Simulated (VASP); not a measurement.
Wanted: the native input for a VASP 6.6.1 run.

- Task: relaxation of cell and atoms
- Functional: PBE
- Potentials or basis: VASP PAW PBE potentials, release 64 (Hf_pv, Pb_d, O)
- Cutoff: 600 eV
- k mesh: 6 × 6 × 4
- Occupations: gaussian, width 0.1 eV
- Spin: no spin polarisation
- Dipole correction: no
- Further INCAR settings: ALGO = Normal; EDIFF = 1e-06; IBRION = 2; EDIFFG = -0.04; NSW = 90; ISIF = 3

The structure of Hf2PbO3 lies in POSCAR:

```
Hf2PbO3
1.0
    5.1435226900      0.0000000000      0.0000000000
   -2.5717613500      4.4544213200      0.0000000000
    0.0000000000      0.0000000000      4.1785925800
Hf Pb O
2 1 3
Direct
    0.3333333300      0.6666666700      0.0000000000
    0.6666666700      0.3333333300      0.0000000000
    0.0000000000      0.0000000000      0.0000000000
    0.5000000000      0.0000000000      0.5000000000
    0.5000000000      0.5000000000      0.5000000000
    0.0000000000      0.5000000000      0.5000000000
```

The cell was built by a generator and needn't be a form met in nature.

The cell isn't the ideal one: species swapped into the LaAl2Ag3 type (P6/mmm, No. 191).

The input as run:

INCAR

```
SYSTEM = Hf2PbO3
PREC     = Accurate       ! precision mode
ENCUT    = 600            ! plane-wave cutoff, eV
EDIFF    = 1E-6           ! SCF threshold, eV
ISMEAR   = 0              ! smearing method
SIGMA    = 0.1            ! smearing width, eV
LREAL    = .FALSE.        ! projectors in reciprocal space
LASPH    = .TRUE.         ! aspherical terms in the spheres
NELM     = 100            ! most SCF steps
ALGO     = Normal         ! electronic algorithm
ISIF     = 3              ! what is computed and relaxed
LWAVE    = .FALSE.        ! write WAVECAR
LCHARG   = .FALSE.        ! write CHGCAR
GGA      = PE             ! functional
IBRION   = 2              ! ionic algorithm
NSW      = 90             ! ionic steps
EDIFFG   = -0.04          ! ionic threshold
```

KPOINTS

```
Automatic mesh
0
G
  6 6 4
  0 0 0
```

Potentials or basis: VASP PAW PBE potentials, release 64 (Hf_pv, Pb_d, O).

The run is started by

```console
$ cat potpaw_PBE.64/Hf_pv/POTCAR potpaw_PBE.64/Pb_d/POTCAR potpaw_PBE.64/O/POTCAR > POTCAR
$ mpirun -np 1 vasp_std > vasp.out
```

It gave:

* Relaxed volume: 13.69 Å³/atom
* Relaxed cell: a = 5.557 Å, b = 5.557 Å, c = 3.071 Å, α = 90.00°, β = 90.00°, γ = 120.00°
* Space group after relaxing (to 0.05 Å): P6/mmm (No. 191)
* Energy gained by relaxing: 1372.6 meV/atom
* Ionic steps: 9
* Pressure after relaxing: 0.2 GPa
* Band gap on the k mesh: none (metal or under the smearing width)

Caveat: the k mesh is coarse (spacing up to 0.38 Å⁻¹), so the values aren't converged.

Wall time 10 min on 1 thread of AMD EPYC 7R13 Processor (Zen 3) (shared host), peak memory 0.27 GiB.
